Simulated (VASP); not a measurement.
Input:

```
CELL_PARAMETERS angstrom
      0.00000     2.79853     2.79853
      2.79853     0.00000     2.79853
      2.79853     2.79853     0.00000
ATOMIC_POSITIONS crystal
  Ag 0.00000 0.00000 0.00000
  Cl 0.50000 0.50000 0.50000
```

These are PBE GGA, VASP's PBE PAW potentials (set 64) (plane waves; VASP) values and carry that method's errors. Settings: 400 eV cut-off, 7×7×7 Γ-centred mesh, Gaussian smearing of 0.050 eV, potentials Ag Cl.

### Question
Predict the energy per atom (σ→0).

### Answer

* **energy per atom (σ→0)**: -2.700 eV/atom

Total energies compare only between runs with the same potentials, cut-off and functional.

The compound is AgCl in the rock salt structure. It was relaxed first. The start is the result of an earlier pass.
